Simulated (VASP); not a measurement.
Computed with r2SCAN meta-GGA, VASP's PBE PAW potentials (set 64) (plane waves; VASP).

VASP ran on this input.

INCAR:
```
SIGMA=0.1   ! width (eV)
SYSTEM=AuAl2
LASPH=.TRUE.
EDIFF=1E-7
LMIXTAU=.TRUE.
LMAXMIX=6   ! l cut-off of mixed one-centre charges
ENCUT=520
METAGGA=R2SCAN
LREAL=.FALSE.   ! projection in real space or not
LWAVE=.FALSE.
PREC=Accurate
ISMEAR=1   ! Methfessel-Paxton
NELM=100
ALGO=Normal
ISIF=2   ! forces and stress, cell fixed
LCHARG=.FALSE.
```

File KPOINTS:
```
Automatic mesh
0
Gamma
9 9 9
0 0 0
```

**POSCAR**
```
AuAl2
1
    0.0000000000     2.9696948977     2.9696948977
    2.9696948977     0.0000000000     2.9696948977
    2.9696948977     2.9696948977     0.0000000000
Al Au
2 1
Direct
  0.2500000000   0.2500000000   0.2500000000
  0.7500000000   0.7500000000   0.7500000000
  0.0000000000   0.0000000000   0.0000000000
```

POTCAR, in this order: Al Au (PBE.64 set). Program: vasp_std.

Output of the run:

### OSZICAR
```
       N       E                     dE             d eps       ncg     rms          rms(c)
DAV:   1     0.674252955144E+01    0.67425E+01   -0.75302E+03   880   0.123E+03
DAV:   2    -0.689407586301E+02   -0.75683E+02   -0.70239E+02   956   0.213E+02
DAV:   3    -0.708401661116E+02   -0.18994E+01   -0.18824E+01  1080   0.336E+01
DAV:   4    -0.708562543451E+02   -0.16088E-01   -0.16083E-01   976   0.360E+00
DAV:   5    -0.708565254796E+02   -0.27113E-03   -0.27112E-03  1084   0.502E-01    0.106E+01
DAV:   6    -0.655256035059E+02    0.53309E+01   -0.89893E+00   968   0.360E+01    0.555E+00
DAV:   7    -0.654460654564E+02    0.79538E-01   -0.62382E-01   932   0.885E+00    0.245E+00
DAV:   8    -0.655059343650E+02   -0.59869E-01   -0.12565E-01   896   0.267E+00    0.583E-01
DAV:   9    -0.654907554770E+02    0.15179E-01   -0.45531E-02   860   0.180E+00    0.194E-01
DAV:  10    -0.655157749755E+02   -0.25019E-01   -0.15079E-02   860   0.112E+00    0.136E-01
DAV:  11    -0.655154378202E+02    0.33716E-03   -0.81073E-04   984   0.322E-01    0.596E-02
DAV:  12    -0.655158856848E+02   -0.44786E-03   -0.74129E-04   868   0.320E-01    0.122E-02
DAV:  13    -0.655158823255E+02    0.33592E-05   -0.17008E-04   876   0.167E-01    0.956E-03
DAV:  14    -0.655158774932E+02    0.48323E-05   -0.24671E-06  1056   0.187E-02    0.660E-03
DAV:  15    -0.655158774110E+02    0.82200E-07   -0.58566E-07   968   0.756E-03
   1 F= -.65515877E+02 E0= -.65515996E+02  d E =0.356348E-03
```

File OUTCAR:
```
------------------------ aborting loop because EDIFF is reached ----------------------------------------
  FORCE on cell =-STRESS in cart. coord.  units (eV):
  Direction    XX          YY          ZZ          XY          YZ          ZX
  --------------------------------------------------------------------------------------
  Total        1.3804506      1.3804506      1.3804506      0.0000000      0.0000000     -0.0000000
  in kB       42.2246409     42.2246409     42.2246409      0.0000000      0.0000000     -0.0000000
  external PRESSURE =      42.2246409 kB  Pullay stress =       0.0000000 kB
  volume of cell :       52.38
      direct lattice vectors                 reciprocal lattice vectors
     0.000000000  2.969694898  2.969694898    -0.168367464  0.168367464  0.168367464
     2.969694898  0.000000000  2.969694898     0.168367464 -0.168367464  0.168367464
     2.969694898  2.969694898  0.000000000     0.168367464  0.168367464 -0.168367464
 POSITION                                       TOTAL-FORCE (eV/Angst)
 -----------------------------------------------------------------------------------
      1.48485      1.48485      1.48485        -0.000000     -0.000000     -0.000000
      4.45454      4.45454      4.45454         0.000000      0.000000      0.000000
      0.00000      0.00000      0.00000        -0.000000      0.000000      0.000000
 -----------------------------------------------------------------------------------
    total drift:                                0.000000     -0.000000      0.000000
  FREE ENERGIE OF THE ION-ELECTRON SYSTEM (eV)
  ---------------------------------------------------
  free  energy   TOTEN  =       -65.5158774110 eV

  energy  without entropy=      -65.5162337586  energy(sigma->0) =      -65.51599619
```
(Selected blocks of OUTCAR.)

The compound is AuAl2 in the fluorite structure. This cell is one point of a volume scan, at 0.97 of the reference volume. The electron count is odd and the run is not spin-polarised, which forces a metal.
